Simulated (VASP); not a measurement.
Here is a VASP 6.6.1 calculation.

INCAR

```
SYSTEM = TaAl
PREC     = Normal         ! precision mode
ENCUT    = 520            ! plane-wave cutoff, eV
EDIFF    = 1E-4           ! SCF threshold, eV
ISMEAR   = 0              ! smearing method
SIGMA    = 0.15           ! smearing width, eV
LREAL    = .False.        ! projectors in reciprocal space
LASPH    = .True.         ! aspherical terms in the spheres
NELM     = 60             ! most SCF steps
ALGO     = Fast           ! electronic algorithm
ISIF     = 3              ! what is computed and relaxed
LWAVE    = .False.        ! write WAVECAR
LCHARG   = .False.        ! write CHGCAR
GGA      = PE             ! functional
IBRION   = 2              ! ionic algorithm
NSW      = 24             ! ionic steps
EDIFFG   = -0.08          ! ionic threshold
```

File KPOINTS:

```
regular mesh
0
Gamma
  7 7 7
  0 0 0
```

Contents of POSCAR:

```
TaAl
1.0
    0.0000000000      2.5707233700      2.7437066900
    2.4169606200      0.0000000000      2.7437066900
    2.4169606200      2.5707233700      0.0000000000
Ta Al
1 1
Direct
    0.0000000000      0.0000000000      0.0000000000
    0.5000000000      0.5000000000      0.5000000000
```

Potentials or basis: VASP PAW PBE potentials, release 64 (Ta_pv, Al).

Run with:

```sh
$ cat potpaw_PBE.64/Ta_pv/POTCAR potpaw_PBE.64/Al/POTCAR > POTCAR
$ mpirun -np 1 vasp_std > vasp.out
```

**Question.** Predict the band gap on the k mesh.

**Answer.** None (metal or under the smearing width).

**Question.** What does it give for the relaxed cell?

**Answer.** a = 3.735 Å, b = 3.734 Å, c = 3.731 Å, α = 60.04°, β = 60.02°, γ = 59.95°.

**Question.** What does it give for the relaxed volume?

**Answer.** 18.40 Å³/atom.

**Question.** Estimate the space group after relaxing (to 0.05 Å).

**Answer.** Fm-3m (No. 225).

The path:
```tsv
step	energy change (eV)	largest force (eV/Å)	pressure (GPa)	volume (Å³)
1	0.0000	0.0000	14.85	34.10
2	-0.0652	0.0000	-10.15	41.88
3	-0.4205	0.0000	-3.24	37.75
4	-0.4211	0.0000	-2.57	37.57
5	-0.4208	0.0000	-1.89	37.50
6	-0.4278	0.0000	1.25	36.43
7	-0.4307	0.0000	0.22	36.80
```

Caveat: the relaxation stopped at a loose force limit of 0.08 eV/Å, so its end isn't a converged minimum. The run has no spin-orbit coupling, so splittings on Ta are missing.
